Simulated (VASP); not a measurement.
Here is the system:

```yaml
crystal:
  lattice:
    - [0.00000, 2.02365, 2.02365]
    - [2.02365, 0.00000, 2.02365]
    - [2.02365, 2.02365, 0.00000]
  atoms:
    - { symbol: V, position: [0.00000, 0.00000, 0.00000] }
    - { symbol: N, position: [0.50000, 0.50000, 0.50000] }
```

These are LDA (Ceperley-Alder, Perdew-Zunger), VASP's LDA PAW potentials (set 64) (plane waves; VASP) values and carry that method's errors. Run with 520 eV cut-off, Gaussian smearing of 0.050 eV, potentials V_sv N.

Question: Give the energies of bands 6 to 12 at the high-symmetry points, in eV from the Fermi level.

Answer: 
```json
[
 {"band": "6", "Γ": "-2.29", "X": "-6.82", "U": "-6.80", "L": "-9.29", "W": "-6.44"},
 {"band": "7", "Γ": "-2.29", "X": "-4.15", "U": "-6.70", "L": "-6.44", "W": "-6.44"},
 {"band": "8", "Γ": "-2.29", "X": "-3.74", "U": "-5.27", "L": "-6.44", "W": "-6.26"},
 {"band": "9", "Γ": "-1.66", "X": "-3.74", "U": "-1.25", "L": "0.68", "W": "0.17"},
 {"band": "10", "Γ": "-1.66", "X": "0.53", "U": "0.96", "L": "0.68", "W": "0.17"},
 {"band": "11", "Γ": "-1.66", "X": "1.36", "U": "1.46", "L": "1.64", "W": "1.37"},
 {"band": "12", "Γ": "-0.54", "X": "1.36", "U": "2.98", "L": "5.38", "W": "2.46"}
]
```

It has no gap at this level: it comes out as a metal or semimetal.

The compound is VN in the rock salt structure, which distorts at low temperature. It was relaxed first, which changed the volume by -7 %. The run is not spin-polarised, so no magnetic state was tried. VASP warned that the highest band is occupied, so more bands are needed.
